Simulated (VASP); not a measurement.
K2S (antifluorite): the lattice constant a from VASP (plane waves, PAW) at several levels of theory. Static lattice.  The measured value holds thermal and zero-point effects that the static calculation lacks.

| level | lattice constant a (Å) | error against measurement |
|---|---|---|
| LDA | 7.202 | -2.6 % |
| PBE | 7.471 | +1.1 % |
| PBEsol | 7.346 | -0.6 % |
| revPBE | 7.602 | +2.9 % |
| PBE-D3 (zero damping) | 7.389 | -0.0 % |
| optB86b-vdW | 7.367 | -0.3 % |
| vdW-DF-cx | 7.388 | -0.0 % |

Measured: 7.391 Å (as given by Syrotyuk et al., Condensed Matter Physics (2015), arXiv:1510.06546).

The cell of the LDA run:

```
CELL_PARAMETERS angstrom
      0.00000     3.60112     3.60112
      3.60112     0.00000     3.60112
      3.60112     3.60112     0.00000
ATOMIC_POSITIONS crystal
  K  0.25000 0.25000 0.25000
  K  0.75000 0.75000 0.75000
  S  0.00000 0.00000 0.00000
```

Only levels that ran to the end are used. Left out are those held back, those with too coarse a band path, GW runs whose mesh misses a band edge, hybrids' fits of cells that aren't cubic and levels without matching references; a question may draw on a part of the rest.

The compound is K2S in the antifluorite structure.
